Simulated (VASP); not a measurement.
OSZICAR of a VASP run on MgS (rock salt):

**OSZICAR**
```
       N       E                     dE             d eps       ncg     rms          rms(c)
DAV:   1     0.112742249424E+02    0.11274E+02   -0.35659E+03   824   0.691E+02
DAV:   2    -0.163148158436E+02   -0.27589E+02   -0.26764E+02  1056   0.101E+02
DAV:   3    -0.170927053893E+02   -0.77789E+00   -0.77789E+00   864   0.231E+01
DAV:   4    -0.170966320639E+02   -0.39267E-02   -0.39267E-02  1264   0.186E+00
DAV:   5    -0.170966347651E+02   -0.27012E-05   -0.27012E-05   904   0.380E-02    0.463E+00
DAV:   6    -0.154764022783E+02    0.16202E+01   -0.11106E+00   800   0.777E+00    0.489E+00
DAV:   7    -0.153216281305E+02    0.15477E+00   -0.51223E-01   760   0.445E+00    0.193E+00
DAV:   8    -0.154568610579E+02   -0.13523E+00   -0.24819E-01   880   0.450E+00    0.170E+00
DAV:   9    -0.154268397320E+02    0.30021E-01   -0.69004E-02   752   0.284E+00    0.219E-01
DAV:  10    -0.154914614213E+02   -0.64622E-01   -0.17277E-02   752   0.129E+00    0.139E-01
DAV:  11    -0.154797358392E+02    0.11726E-01   -0.12059E-03   920   0.363E-01    0.150E-01
DAV:  12    -0.155098468578E+02   -0.30111E-01   -0.12106E-02   800   0.107E+00    0.129E-01
DAV:  13    -0.155097498872E+02    0.96971E-04   -0.95952E-04   912   0.402E-01    0.107E-01
DAV:  14    -0.155098901582E+02   -0.14027E-03   -0.24164E-05   856   0.689E-02    0.734E-02
DAV:  15    -0.155098743725E+02    0.15786E-04   -0.84588E-05   760   0.103E-01    0.634E-02
DAV:  16    -0.155098971278E+02   -0.22755E-04   -0.26205E-06  1024   0.180E-02    0.501E-02
DAV:  17    -0.155099127004E+02   -0.15573E-04   -0.59741E-06   760   0.200E-02    0.120E-02
DAV:  18    -0.155099193852E+02   -0.66848E-05   -0.67196E-07   792   0.962E-03    0.967E-03
DAV:  19    -0.155099239658E+02   -0.45806E-05   -0.57033E-06   760   0.195E-02    0.729E-03
DAV:  20    -0.155099249722E+02   -0.10064E-05   -0.20738E-07   856   0.534E-03    0.105E-02
DAV:  21    -0.155099269929E+02   -0.20207E-05   -0.44141E-07   760   0.589E-03    0.722E-04
DAV:  22    -0.155099272775E+02   -0.28464E-06   -0.52894E-08   656   0.312E-03    0.154E-03
DAV:  23    -0.155099264720E+02    0.80553E-06   -0.15338E-08   392   0.163E-03    0.444E-04
DAV:  24    -0.155099271284E+02   -0.65635E-06   -0.57667E-09   376   0.102E-03    0.271E-04
DAV:  25    -0.155099269197E+02    0.20863E-06   -0.98874E-10   376   0.374E-04    0.456E-05
DAV:  26    -0.155099269965E+02   -0.76767E-07   -0.32381E-10   376   0.188E-04
   1 F= -.15509927E+02 E0= -.15509927E+02  d E =0.000000E+00
       N       E                     dE             ncg
       N       E                     dE             ncg
```

Task: Which electronic solver shows in the log?

Result: It is blocked Davidson (ALGO = Normal, or the opening steps of other solvers). The INCAR had ALGO = Normal.

Task: Can the final energy be trusted as converged?

Result: The run converged. It stopped with EDIFF = 1E-7, NELM = 100 (r2SCAN meta-GGA, plane waves, VASP's PBE PAW potentials (set 64)).

The compound is MgS in the rock salt structure. It was relaxed first.
